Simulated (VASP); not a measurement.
Calculation: PBEsol GGA, VASP's PBE PAW potentials (set 64) (plane waves; VASP).

Gaps are without spin-orbit coupling.

Order these relaxed crystals by band gap, smallest first: MgCdTe2, R3m (160); PbSe, Fm-3m (225); Mg2ZnP2, P3m1 (156); SnSe2, P-3m1 (164).

PbSe, Fm-3m (225) (0.17 eV), SnSe2, P-3m1 (164) (0.59 eV), Mg2ZnP2, P3m1 (156) (0.96 eV), MgCdTe2, R3m (160) (1.28 eV)
